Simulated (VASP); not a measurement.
Here is a VASP 6.6.1 calculation.

INCAR

```
SYSTEM = Ti2BN
PREC     = Normal         ! precision mode
ENCUT    = 520            ! plane-wave cutoff, eV
EDIFF    = 1E-4           ! SCF threshold, eV
ISMEAR   = 0              ! smearing method
SIGMA    = 0.15           ! smearing width, eV
LREAL    = .False.        ! projectors in reciprocal space
LASPH    = .True.         ! aspherical terms in the spheres
NELM     = 60             ! most SCF steps
ALGO     = Fast           ! electronic algorithm
ISIF     = 3              ! what is computed and relaxed
LWAVE    = .False.        ! write WAVECAR
LCHARG   = .False.        ! write CHGCAR
GGA      = PE             ! functional
IBRION   = 2              ! ionic algorithm
NSW      = 24             ! ionic steps
EDIFFG   = -0.08          ! ionic threshold
```

KPOINTS

```
Automatic mesh
0
Gamma
  5 5 4
  0 0 0
```

File POSCAR:

```
Ti2BN
1.0
    3.1540000000      0.0000000000      0.0000000000
    0.0000000000      3.1540000000      0.0000000000
    0.0000000000      0.0000000000      4.4600000000
Ti B N
2 1 1
Direct
    0.0000000000      0.0000000000      0.5000000000
    0.5000000000      0.5000000000      0.0000000000
    0.0000000000      0.0000000000      0.0000000000
    0.5000000000      0.5000000000      0.5000000000
```

Potentials or basis: VASP PAW PBE potentials, release 64 (Ti_sv, B, N).

Run with:

```console
$ cat potpaw_PBE.64/Ti_sv/POTCAR potpaw_PBE.64/B/POTCAR potpaw_PBE.64/N/POTCAR > POTCAR
$ mpirun -np 1 vasp_std > vasp.out
```

Q: What does it give for the band gap on the k mesh?

A: None (metal or under the smearing width).

Q: Predict the space group after relaxing (to 0.05 Å).

A: P4/mmm (No. 123).

Q: Predict the relaxed volume.

A: 10.44 Å³/atom.

Stress tensor (GPa, compression positive):
```
 0.11  0.00  0.00
 0.00  0.11  0.00
 0.00  0.00 -0.14
```

Caveat: the k mesh is coarse (spacing up to 0.40 Å⁻¹), so the values aren't converged.
